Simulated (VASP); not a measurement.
Given:

```xyz
5
Lattice="3.8400 0.0000 0.0000 0.0000 3.8400 0.0000 0.0000 0.0000 3.8400" Properties=species:S:1:pos:R:3 pbc="T T T"
Sr     0.0000     0.0000     0.0000
V      1.9200     1.9200     1.9200
O      1.9200     0.0000     1.9200
O      0.0000     1.9200     1.9200
O      1.9200     1.9200     0.0000
```

Computed with PBE GGA with D4 dispersion, VASP's PBE PAW potentials (set 64) (plane waves; VASP). Run with 520 eV cut-off, 9×9×9 Γ-centred mesh, tetrahedra with Blöchl corrections, potentials Sr_sv V_sv O.

The cores are frozen, which limits the accuracy of field gradients.

### Question
Give the principal components of the electric field gradient (V/Å²) and the asymmetry η at each nucleus.

### Answer

```json
[
 {"atom": "Sr1", "Vxx": "0.0", "Vyy": "0.0", "Vzz": "0.0", "η": "-"},
 {"atom": "V2", "Vxx": "0.0", "Vyy": "0.0", "Vzz": "0.0", "η": "-"},
 {"atom": "O3", "Vxx": "-15.1", "Vyy": "-15.1", "Vzz": "30.2", "η": "0.00"},
 {"atom": "O4", "Vxx": "-15.1", "Vyy": "-15.1", "Vzz": "30.2", "η": "0.00"},
 {"atom": "O5", "Vxx": "-15.1", "Vyy": "-15.1", "Vzz": "30.2", "η": "0.00"}
]
```

The compound is SrVO3 in the cubic perovskite structure. The cell was not relaxed at this level. The run is not spin-polarised, so no magnetic state was tried.
